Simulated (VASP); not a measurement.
Here is the system:

```yaml
crystal:
  lattice:
    - [3.25322, 0.00000, 0.00000]
    - [0.00000, 3.25322, 0.00000]
    - [0.00000, 0.00000, 3.25322]
  atoms:
    - { symbol: Be, position: [0.00000, 0.00000, 0.00000] }
    - { symbol: Te, position: [0.50000, 0.50000, 0.50000] }
```

Level of theory: PBEsol GGA, VASP's PBE PAW potentials (set 64) (plane waves; VASP 6.6.1). Run with 500 eV cut-off, 11×11×11 Γ-centred mesh, first-order Methfessel-Paxton smearing of 0.10 eV, potentials Be Te.

Unless said otherwise, spin-orbit coupling is left out, though it shifts the bands of the heavy elements here.

Question: Estimate the energy per atom (σ→0), pressure, band gap (on the k-mesh) with the smallest direct gap where there is one.

Answer: 
| Item | Result |
|---|---|
| band gap (on the k-mesh) | none (metal, semimetal or under 0.01 eV) |
| energy per atom (σ→0) | -295.0 kJ/mol of atoms |
| pressure | 4.99 GPa |

The structure was generated: BeTe was put into the CsCl type type (Pm-3m), which need not be its known phase. It was relaxed first under an external pressure of 5 GPa.
